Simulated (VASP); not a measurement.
Energy against volume of TiAl (L1_0). Calculation: SCAN meta-GGA, VASP's PBE PAW potentials (set 64) (plane waves; VASP). Numerical set-up: 520 eV cut-off, 13×13×9 Γ-centred mesh, first-order Methfessel-Paxton smearing of 0.10 eV, potentials Ti_sv Al.

Shape and ions are relaxed at each volume.

| V (Å³/atom) | E (eV/atom) |
|---|---|
| 15.556 | -12.32719 |
| 16.037 | -12.33245 |
| 16.518 | -12.32698 |
| 17.000 | -12.31219 |

Fit these four points and predict the energy of the run at 15.075 Å³/atom.

A cubic in V^(−2/3), the third-order Birch-Murnaghan form, passes through the four points with V0 = 16.02 Å³/atom and B0 = 119 GPa, and gives -12.3095 eV/atom there. The run gave -12.3095 eV/atom, +0.0 meV/atom from the fit; all five points give B0 = 120 GPa.

The compound is TiAl in the L1_0 structure. It was relaxed first.
